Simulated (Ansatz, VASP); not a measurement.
## One calculation of B2AsN, two programs

```
N B As
1.0
    -2.12115    2.12115    4.15339
     2.12115   -2.12115    4.15339
     2.12115    2.12115   -4.15339
N B As
2 4 2
Direct
  0.00000 0.00000 0.00000
  0.25000 0.75000 0.50000
  0.62500 0.70013 0.57513
  0.95013 0.37500 0.07513
  0.12500 0.04987 0.42487
  0.29987 0.87500 0.92487
  0.50000 0.50000 0.00000
  0.75000 0.25000 0.50000
```

The cell was built by a generator and needn't be a form met in nature.

Alike in both runs: task single point; functional PBE; k mesh 8 × 8 × 8; occupations fermi-dirac, width 0.02 eV; no spin polarisation.

|  | VASP | Ansatz |
| --- | --- | --- |
| version | VASP 6.6.1 | Ansatz 0.2.0 |
| potentials or method | VASP PAW PBE potentials, release 64 (N, B, As) | plane waves, PAW |
| plane-wave cutoff (eV) | 520 | 420 |
| valence electrons in the cell | 32 | 52 |

|  | VASP | Ansatz | Ansatz less VASP |
| --- | --- | --- | --- |
| gap on the k mesh at the Fermi level (eV) | 2.08 | 2.08 | +0.002 |
| pressure (GPa) | 3.0 | 2.3 | -0.71 |
| largest component of the traceless stress (GPa) | 0.76 | 0.64 | -0.112 |
| rms of the force components (eV/Å) | 0.121 | 0.090 | -0.0311 |

With one functional, cell and mesh, what is left measures potentials, basis and numerics. The two sets of potentials don't hold the same shells in valence.

A k mesh can miss the band edges.
